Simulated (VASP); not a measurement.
# BeMo (P6_3/mmc) in VASP: single point with r2SCAN

Aim: the single point of BeMo with r2SCAN.

Program: VASP 6.6.1. These are calculated values, not measurements. Logs are shortened: lines on timing, memory, paths and dates and some standing lists are left out, and cuts for length are marked.

### 1 The crystal as given

Symmetry: P6_3/mmc, No. 194, hexagonal system. Conventional cell: a = 3.891 Å, b = 3.891 Å, c = 4.542 Å, α = 90.00°, β = 90.00°, γ = 120.00°. Be (site symmetry -6m2) has 5 Mo at 2.25 to 2.27 Å as nearest neighbours. Mo (site symmetry -6m2) has 5 Be at 2.25 to 2.27 Å as nearest neighbours.

The cell was built by a generator and needn't be a form met in nature.

### 2 Single point, r2SCAN

POSCAR

```
BeMo
1.0
    1.9455952419      3.3698698099      0.0000000000
   -1.9455952419      3.3698698099      0.0000000000
    0.0000000000      0.0000000000      4.5416728806
Be Mo
2 2
Direct
    0.3333333333      0.3333333333      0.4375001146
    0.6666666667      0.6666666667     -0.0624998854
    0.3333333333      0.3333333333      0.9374998854
    0.6666666667      0.6666666667      0.4374998854
```

INCAR.step1

```
PREC = Accurate ; ENCUT = 520
ISMEAR = -1 ; SIGMA = 0.1
LREAL = False ; LASPH = True
NELM = 100 ; NBANDS = 24
GGA = PE ; ALGO = Normal
EDIFF = 1E-4 ; LWAVE = True
LCHARG = False
```

INCAR.step2

```
PREC = Accurate ; ENCUT = 520
EDIFF = 1E-6 ; ISMEAR = -1
SIGMA = 0.1 ; LREAL = False
LASPH = True ; NELM = 100
ALGO = Normal ; ISIF = 2
LWAVE = False ; LCHARG = False
METAGGA = R2SCAN ; LMIXTAU = True
NBANDS = 24 ; ISTART = 1
```

KPOINTS

```
regular mesh
0
Gamma
  11 11 6
```

Potentials or basis: VASP PAW PBE potentials, release 64 (Be, Mo_sv).

Run with:

```bash
$ cat potpaw_PBE.64/Be/POTCAR potpaw_PBE.64/Mo_sv/POTCAR > POTCAR
$ cp INCAR.step1 INCAR
$ mpirun -np 1 vasp_std > vasp.out
$ cp INCAR.step2 INCAR
$ mpirun -np 1 vasp_std > vasp.out
```

OUTCAR:

```text
PREC = Accurate
   ENCUT = 520
   EDIFF = 1E-6
   ISMEAR = -1
   LREAL = False
   LASPH = True
   NELM = 100
   ISIF = 2
   METAGGA = R2SCAN
   ISTART = 1

 ion  position               nearest neighbor table
   1  0.333  0.333  0.438-   4 2.25   4 2.25   4 2.25   3 2.27   3 2.27
   2  0.667  0.667  0.938-   3 2.25   3 2.25   3 2.25   4 2.27   4 2.27
   3  0.333  0.333  0.937-   2 2.25   2 2.25   2 2.25   1 2.27   1 2.27   4 3.19   4 3.19   4 3.19
                             4 3.19   4 3.19   4 3.19
   4  0.667  0.667  0.437-   1 2.25   1 2.25   1 2.25   2 2.27   2 2.27   3 3.19   3 3.19   3 3.19
                             3 3.19   3 3.19   3 3.19

  LATTYP: Found a hexagonal cell.
 ALAT       =     3.8911904838
 C/A-ratio  =     1.1671679656

  Lattice vectors:

 A1 = (   1.9455952419,  -3.3698698099,   0.0000000000)
 A2 = (   1.9455952419,   3.3698698099,   0.0000000000)
 A3 = (   0.0000000000,   0.0000000000,   4.5416728806)

Analysis of symmetry for initial positions (statically):
=====================================================================
 Subroutine PRICEL returns:
 Original cell was already a primitive cell.

 Routine SETGRP: Setting up the symmetry group for a
 hexagonal supercell.

 Subroutine GETGRP returns: Found 24 space group operations
 (whereof  6 operations were pure point group operations)
 out of a pool of 24 trial point group operations.

The static configuration has the point symmetry C_3v.
 The point group associated with its full space group is D_6h.

Analysis of symmetry for dynamics (positions and initial velocities):
=====================================================================
 Subroutine PRICEL returns:
 Original cell was already a primitive cell.

 Routine SETGRP: Setting up the symmetry group for a
 hexagonal supercell.

 Subroutine GETGRP returns: Found 24 space group operations
 (whereof  6 operations were pure point group operations)
 out of a pool of 24 trial point group operations.

The dynamic configuration has the point symmetry C_3v.
 The point group associated with its full space group is D_6h.

 Subroutine INISYM returns: Found 24 space group operations
 (whereof  6 operations are pure point group operations),
 and found     1 'primitive' translations

----------------------------------------------------------------------------------------

                                     Primitive cell
[... 94 lines left out ...]
   NELM   =    100;   NELMIN=  2; NELMDL=  0     # of ELM steps
   EDIFF  = 0.1E-05   stopping-criterion for ELM
   LREAL  =      F    real-space projection
   EDIFFG = 0.1E-04   stopping-criterion for IOM
   NSW    =      0    number of steps for IOM
   IBRION =     -1    ionic relax: 0-MD 1-quasi-New 2-CG
   NFREE  =      0    steps in history (QN), initial steepest desc. (CG)
   ISIF   =      2    stress and relaxation
   ISYM   =      2    0-nonsym 1-usesym 2-fastsym
   POTIM  = 0.5000    time-step for ionic-motion
   TEBEG  =    0.0;   TEEND  =   0.0 temperature during run
   PSTRESS=    0.0 pullay stress
   NELECT =      32.0000    total number of electrons
   NUPDOWN=      -1.0000    fix difference up-down
   EMIN   =  10.00;   EMAX   =-10.00  energy-range for DOS
   EFERMI =   0.00;   METHOD = LEGACY
   ISMEAR =    -1;   SIGMA  =   0.10  broadening in eV -4-tet -1-fermi 0-gaus
   EFERMI_NEDOS =   21; number of points for ismear=-14 and -15
   IALGO  =     38    algorithm
   IMIX   =      4    mixing-type and parameters
     AMIX     =   0.40;   BMIX     =  1.00
     AMIX_MAG =   1.60;   BMIX_MAG =  1.00
  volume/ion in A,a.u.               =      14.89       100.47
  Fermi-wavevector in a.u.,A,eV,Ry     =   1.330927  2.515088 24.100918  1.771367
  Thomas-Fermi vector in A             =   2.459977
   LORBIT       =      0    0 simple, 1 ext, 2 COOP (PROOUT), +10 PAW based schemes
   METAGGA = R2SCAN    functional components
   LHFCALC =     F    Hartree Fock is set to
   AEXX    =    0.0000 exact exchange contribution
   IVDW    =     0    specifies the selected vdW correction
   LEPSILON=     F    determine dielectric tensor
   LRPA    =     F    only Hartree local field effects (RPA)
 non-spin polarized calculation
  energy-cutoff  :      520.00
  volume of cell :       59.55
 maximum number of plane-waves:      1625
 NGX is ok and might be reduce to    30
   NGX = 15   NGY = 15   NGZ = 17

 number of electron      32.0000004 magnetization

 Free energy of the ion-electron system (eV)
  ---------------------------------------------------
  ext. energy  EPLUGINS =         0.00000000
  ---------------------------------------------------
  free energy    TOTEN  =       -56.37683794 eV

  energy without entropy =      -56.29669986  energy(sigma->0) =      -56.33676890

 E-fermi :   6.3406     XC(G=0): -11.8531

 val. band max:        6.3283725593   @ k =  -0.4545   0.2727   0.1667
 cond. band min:       6.3536365830   @ k =   0.1818   0.0909   0.1667
 fundamental gap:      0.0252640237
 Fermi energy:         6.3406466917

 k-point     1 :       0.0000    0.0000    0.0000
  band No.  band energies     occupation
      1     -55.8097      2.00000
      2     -55.7513      2.00000
      3     -29.2758      2.00000
      4     -29.2758      2.00000
      5     -29.2135      2.00000
      6     -29.1409      2.00000
[... 637 lines left out ...]
     23      14.3032      0.00000
     24      14.8475      0.00000

 [... further k-points ...]

------------------------ aborting loop because EDIFF is reached ----------------------------------------

  FORCE on cell =-STRESS in cart. coord.  units (eV):
  Direction    XX          YY          ZZ          XY          YZ          ZX
  --------------------------------------------------------------------------------------
  -------------------------------------------------------------------------------------
  Total        0.1148550      0.1148550      0.1789935      0.0000000     -0.0000000      0.0000000
  in kB        3.0899340      3.0899340      4.8154443      0.0000000     -0.0000000      0.0000000
  external PRESSURE =       3.6651041 kB  Pullay stress =       0.0000000 kB

 VOLUME and BASIS-vectors are now :
 -----------------------------------------------------------------------------
  energy-cutoff  :      520.00
  volume of cell :       59.55
      direct lattice vectors                 reciprocal lattice vectors
     1.945595242  3.369869810  0.000000000     0.256990760  0.148373685  0.000000000
    -1.945595242  3.369869810  0.000000000    -0.256990760  0.148373685  0.000000000
     0.000000000  0.000000000  4.541672881     0.000000000  0.000000000  0.220183185

 POSITION                                       TOTAL-FORCE (eV/Angst)
 -----------------------------------------------------------------------------------
      0.00000      2.24658      1.98698         0.000000      0.000000      0.000000
      0.00000      4.49316      4.25782         0.000000     -0.000000      0.000000
      0.00000      2.24658      4.25782        -0.000000     -0.000000     -0.000000
      0.00000      4.49316      1.98698        -0.000000      0.000000      0.000000
 -----------------------------------------------------------------------------------
    total drift:                                0.000000      0.000000      0.003852

  FREE ENERGIE OF THE ION-ELECTRON SYSTEM (eV)
  ---------------------------------------------------
  free  energy   TOTEN  =       -56.3768379438 eV

  energy  without entropy=      -56.2966998583  energy(sigma->0) =      -56.33676890
```

Wall time 3.2 min (1 thread of AMD EPYC 9R14 (Zen 4), shared host); peak memory 0.2 GiB.

What came out:

| Property | Result |
| --- | --- |
| Free energy | -56.3768 eV |
| Pressure | 0.4 GPa |
| Band gap on the k mesh | none (metal or under the smearing width) |

Levels at points of the mesh, in eV from the Fermi level:
```tsv
k point	band 12	band 13	band 14	band 15	band 16	band 17	band 18	band 19	band 20	band 21
(0.00, 0.00, 0.00)	-1.66	-1.44	-1.44	-0.50	-0.50	0.38	0.95	2.24	2.24	7.71
(0.00, 0.00, 0.50)	-2.28	-2.28	-2.28	-1.48	-1.48	1.98	1.98	1.98	1.98	10.03
```

Caveat: the PAW data sets were made with another functional, which shifts forces and pressure a little.
